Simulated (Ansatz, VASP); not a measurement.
# Cross-check of Ba2Mg4Zn3Si19O47 between VASP and Ansatz, part 2 of 2

Aim: how closely do two programs agree when they are given the same cell, functional and k mesh? The structure shown is frame 67 of Ansatz's trajectory.

VASP 6.6.1 and Ansatz 0.2.0.

So far: The starting structure; Ansatz: dynamics, PBE.

## 3. VASP: single point, PBE

Level of this step: PBE; plane waves and PAW (Si, Mg, Zn, Ba_sv, O) (VASP).

The same cell, functional, mesh and smearing now go to VASP, with its own data sets.

Lines of VASP's logs that name or quote its potential files are left out, and so is its time.

INCAR

```
SYSTEM = Ba2Mg4Zn3Si19O47
PREC = Accurate
ENCUT = 520
EDIFF = 1E-06
NELM = 120
ISMEAR = -1
SIGMA = 0.05
LREAL = Auto
ALGO = Normal
GGA = PE
NBANDS = 264
LORBIT = 11
LWAVE = .FALSE.
LCHARG = .FALSE.
ISIF = 2
LASPH = .TRUE.
GGA_COMPAT = .FALSE.
EFERMI = MIDGAP
NCORE = 2
```

POSCAR

```
Ba2Mg4Zn3Si19O47
1.0
   10.3070000000      0.0000000000      0.0000000000
    0.0000000000     10.3070000000      0.0000000000
    0.0000000000      0.0000000000     10.3070000000
Si Mg Zn Ba O
19 4 3 2 47
Direct
    0.4616571262      0.8581061415      0.3785582614
    0.0220335694      0.8359367420      0.4355971670
    0.2701756088      0.6521684292      0.5140875133
    0.7076743960      0.4866789560      0.1421267100
    0.3813427768      0.1106238479      0.0404870476
    0.7855729116      0.6183564568      0.6762685554
    0.6297952848      0.4133695547      0.8458135248
    0.7110798486      0.1022023867      0.8178422431
    0.2622392549      0.0338701853      0.4856117202
    0.4400989619      0.8196080334      0.0851169108
    0.2619578927      0.4630154264      0.2665955176
    0.0924420297      0.1180653925      0.0813427768
    0.2414184535      0.6079363539      0.0063257980
    0.5162122829      0.2806442224      0.2692733094
    0.9742019986      0.3619869991      0.2111962744
    0.1546812846      0.2830018434      0.5931211798
    0.7304065198      0.8749878723      0.0390996410
    0.0173668381      0.0676336470      0.7859706995
    0.3307849035      0.4666052198      0.7525953236
    0.7416901135      0.9020568546      0.6182400310
    0.4261278743      0.1824294169      0.7088968662
    0.9158436014      0.5953429708      0.9472494421
    0.7542058795      0.7553798389      0.3235276996
    0.9967012710      0.8314737557      0.1161637722
    0.9123799360      0.4628213835      0.4764043854
    0.0325118851      0.7735325507      0.7055981372
    0.7797710294      0.1047443485      0.3514892791
    0.4444843310      0.8535461337      0.7454254390
    0.3533326865      0.7258853207      0.9894925779
    0.7020568546      0.7453963326      0.7104298050
    0.3785291549      0.7663820704      0.4920442418
    0.0819734161      0.9823809062      0.1512176191
    0.8121276802      0.5946638207      0.5188512661
    0.9829339284      0.2118851266      0.1617735520
    0.4439119045      0.8020568546      0.2361986999
    0.8589599301      0.0669447948      0.7514407684
    0.1237120404      0.9558552440      0.4493645096
    0.8805277966      0.4531871544      0.1005336179
    0.6176093917      0.0495197439      0.7034248569
    0.1220917823      0.7162510915      0.5230328903
    0.7344911225      0.4758125546      0.7413214320
    0.5840205685      0.8020956631      0.0218395265
    0.0810905210      0.1741534879      0.6858833802
    0.7132046182      0.0096730377      0.9474240807
    0.7002522557      0.6139128747      0.2178422431
    0.0685456486      0.4080042689      0.5578441836
    0.9606384011      0.7789075386      0.3089065684
    0.3921412632      0.9571165228      0.0525856214
    0.5763267682      0.2061996701      0.3849616765
    0.3017754924      0.5343552925      0.1311050742
    0.2265644707      0.1912680702      0.4737265936
    0.8989036577      0.8832346949      0.5189870961
    0.2902881537      0.3380324052      0.6701173959
    0.2374696808      0.1767827690      0.0847870379
    0.8875715533      0.3543223052      0.3329581838
    0.3771514505      0.9908120695      0.3828369070
    0.4070049481      0.1606384011      0.8971863782
    0.3749684680      0.3601532939      0.2926263704
    0.3047443485      0.5836615892      0.6500436596
    0.7306587756      0.9091006112      0.1886970020
    0.3265159600      0.0285437082      0.6267003008
    0.6667119433      0.2571165228      0.8475405065
    0.1160473465      0.4204036092      0.2275734937
    0.6458426312      0.3668283691      0.2122732124
    0.4871349568      0.4372174251      0.7823517997
    0.9334432910      0.6274473659      0.7546812846
    0.2486562530      0.5099058892      0.8795769865
    0.0973610168      0.6609682740      0.0061123508
    0.4869506161      0.1786455807      0.1433782866
    0.8494518289      0.7826137576      0.9993790628
    0.6635005336      0.4850975065      0.9859027845
    0.0672358591      0.9269719608      0.7765305132
    0.6097118463      0.8714853983      0.4361404870
    0.2720287183      0.5682933928      0.3833899292
    0.0404870476      0.1128650432      0.9325409916
```

KPOINTS

```
Automatic mesh
0
Gamma
1 1 1
0 0 0
```

Potentials, in the order of the species: Si, Mg, Zn, Ba_sv and O (PBE family, release 64).

Command:

```bash
mpirun -np 8 vasp_gam
```

Numbers of over 12 decimals in the logs are rounded to 6 here.

The log of the run:

```text
[banner, memory and clock lines left out]
running    8 mpi-ranks, on    1 nodes
[...]
LDA part: xc-table for (Slater+PW92), standard interpolation
 POSCAR, INCAR and KPOINTS ok, starting setup
[...]
entering main loop
       N       E                     dE             d eps       ncg     rms          rms(c)
DAV:   1     0.500228330266E+04    0.50023E+04   -0.22870E+05   528   0.164E+03
DAV:   2     0.199587492864E+02   -0.49823E+04   -0.47680E+04   632   0.426E+02
DAV:   3    -0.595683554691E+03   -0.61564E+03   -0.60801E+03   592   0.172E+02
DAV:   4    -0.623555630590E+03   -0.27872E+02   -0.27664E+02   648   0.402E+01
[...]
DAV:  18    -0.540684778350E+03   -0.12123E-04   -0.14113E-04   712   0.342E-02    0.189E-02
DAV:  19    -0.540684776444E+03    0.19063E-05   -0.93609E-06   736   0.190E-02    0.113E-02
DAV:  20    -0.540684777099E+03   -0.65529E-06   -0.67957E-06   544   0.771E-03
   1 F= -.54068478E+03 E0= -.54068478E+03  d E =-.131804E-12
```

OUTCAR, selected parts (step 3):

```text
  Total      -20.2302477      7.9455681      4.3232876      7.8573157     -3.0192460     -6.8833774
  in kB      -29.6015842     11.6262246      6.3259810     11.4970906     -4.4178632    -10.0719912
  external PRESSURE =      -3.8831262 kB  Pullay stress =       0.0000000 kB

 POSITION                                       TOTAL-FORCE (eV/Angst)
 -----------------------------------------------------------------------------------
      4.75830      8.84450      3.90180         0.223597      0.558386      2.403605
      0.22710      8.61600      4.48970         1.614618      0.128600      1.720631
      2.78470      6.72190      5.29870        -0.840773      0.654077     -1.772694
      7.29400      5.01620      1.46490         2.246497     -1.099678     -1.915153
      3.93050      1.14020      0.41730         0.201907      3.891955      1.036867
      8.09690      6.37340      6.97030         1.360451     -1.243221      0.097133
      6.49130      4.26060      8.71780         2.247009     -0.060861      0.447929
      7.32910      1.05340      8.42950         0.986784      0.242138      0.910849
      2.70290      0.34910      5.00520        -0.719064      0.888809     -0.964517
      4.53610      8.44770      0.87730         2.021859     -2.132154     -1.586720
      2.70000      4.77230      2.74780         0.788835      0.318566     -1.056895
      0.95280      1.21690      0.83840        -1.097573      0.443504      0.266742
      2.48830      6.26600      0.06520         0.969613      0.296479      0.228465
      5.32060      2.89260      2.77540        -1.051067     -0.048099     -2.857684
[...]
-----------------------------------------------------------------------------------
    total drift:                                0.007492     -0.009447      0.037471

  FREE ENERGIE OF THE ION-ELECTRON SYSTEM (eV)
  ---------------------------------------------------
  free  energy   TOTEN  =      -540.6847770995 eV

  energy  without entropy=     -540.6847770995  energy(sigma->0) =     -540.68477710

[... 3 further parts left out ...]
[key lines of the parts left out:]
E-fermi :   2.9111
```

Harder data sets than Ba_sv exist (the GW ones), and pressures, volumes and forces can shift noticeably with them.

## 4. Side by side

Known differences besides the potentials themselves: the data sets hold 454 valence electrons in Ansatz (on its default PAW (the set named soft_2) files) and 422 in VASP; the cutoff is 420 eV in Ansatz and 520 eV in VASP (PREC = Accurate, projectors in real space). Total energies have different zeros and are not compared.

Forces on 10 of the 75 atoms, those with the largest forces and the largest differences (eV/Å; atoms numbered as in POSCAR):

| atom | Ansatz x, y, z | VASP x, y, z |
| --- | --- | --- |
| Si4 | 2.234, -1.080, -1.863 | 2.246, -1.100, -1.915 |
| Si5 | 0.204, 3.913, 0.985 | 0.202, 3.892, 1.037 |
| Si10 | 2.035, -2.098, -1.588 | 2.022, -2.132, -1.587 |
| Si14 | -1.013, -0.081, -2.846 | -1.051, -0.048, -2.858 |
| Si15 | -0.894, 0.181, -2.963 | -0.866, 0.207, -3.009 |
| Ba27 | 0.367, 0.023, -0.710 | 0.676, -0.104, -0.695 |
| Ba28 | 0.198, -0.283, 0.634 | 0.229, -0.449, 0.762 |
| O33 | -1.529, 1.894, 1.322 | -1.608, 2.009, 1.309 |
| O49 | 0.046, -0.425, 1.927 | -0.218, -0.315, 2.047 |
| O55 | -1.235, -0.268, 2.498 | -1.275, -0.284, 2.495 |

The forces differ by 48 meV/Å r.m.s., which is 4.8 % of the r.m.s. force of 0.982 eV/Å (both taken over all components).

## 5. Summary of results

- r.m.s. force difference (single point, PBE): 4.8 % of the r.m.s. force

In words: The r.m.s. force difference is 4.8 % of the r.m.s. force (single point, PBE), beyond the 3 % picked in this series as the mark of a large difference. The data sets hold unlike numbers of valence electrons (454 in Ansatz and 422 in VASP), so part of the differences comes from the potentials. What causes the difference of the single point, PBE pair stays open here. 2 further runs of this series are not shown here. How closely two codes agree says nothing of how well the functional describes the real material.

[Lines on the potential files, build, host, timing and source positions are cut from VASP's logs without a mark.]

[Logs are printed without paths, hosts, clocks, repeated set-up lines and the standing remarks that a program may print on its own settings, such as how far it seeks lower states.]

[Hosts, paths, dates, database ids (printed as entryN), source tags and the programs' standing remarks are cut or masked in the printed files.]
